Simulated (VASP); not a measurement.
Data:

```yaml
crystal:
  lattice:
    - [0.00000, 4.61102, 4.61102]
    - [4.61102, 0.00000, 4.61102]
    - [4.61102, 4.61102, 0.00000]
  atoms:
    - { symbol: Cd, position: [0.24855, 0.25098, 0.25025] }
    - { symbol: Cd, position: [0.00250, 0.00832, 0.99840] }
    - { symbol: In, position: [0.12111, 0.62431, 0.62792] }
    - { symbol: In, position: [0.62459, 0.62985, 0.12358] }
    - { symbol: In, position: [0.62238, 0.12748, 0.62412] }
    - { symbol: In, position: [0.62553, 0.62468, 0.62408] }
    - { symbol: O, position: [0.86328, 0.86048, 0.86171] }
    - { symbol: O, position: [0.83441, 0.39155, 0.38588] }
    - { symbol: O, position: [0.86194, 0.85954, 0.42077] }
    - { symbol: O, position: [0.39313, 0.82812, 0.39467] }
    - { symbol: O, position: [0.41192, 0.86385, 0.85815] }
    - { symbol: O, position: [0.38696, 0.38734, 0.38140] }
    - { symbol: O, position: [0.86700, 0.41072, 0.85955] }
    - { symbol: O, position: [0.38669, 0.38280, 0.83951] }
```

All values below come from HSE06 screened hybrid, VASP's PBE PAW potentials (set 64) (plane waves; VASP 6.6.1). Numerical set-up: LREAL = Auto, 400 eV cut-off, 2×2×2 Γ-centred mesh, Gaussian smearing of 0.010 eV, potentials Cd In_d O.

At this cut-off the stress carries a Pulay error, which pulls relaxed volumes low. Unless said otherwise, spin-orbit coupling is left out, though it shifts the bands of the heavy elements here.

Estimate the energy per atom (σ→0), pressure, largest force, band gap (on the k-mesh) with the smallest direct gap where there is one.

```yaml
band gap (on the k-mesh): 2.50 eV
smallest direct gap (on the k-mesh): 2.58 eV
energy per atom (σ→0): -6.500 eV/atom
pressure: -4.49 GPa
largest_force: 0.804 eV/Å
```

The absolute energy has meaning only against runs of the same code, potentials and settings.

The structure comes from a computed database's CdIn2O4 entry; how it stands against other phases isn't given here. The cell was not relaxed at this level, atoms are displaced from their ideal sites. The k-mesh is coarse (spacing up to 0.59 per Å, 2π included), so the numbers may not be converged in it.
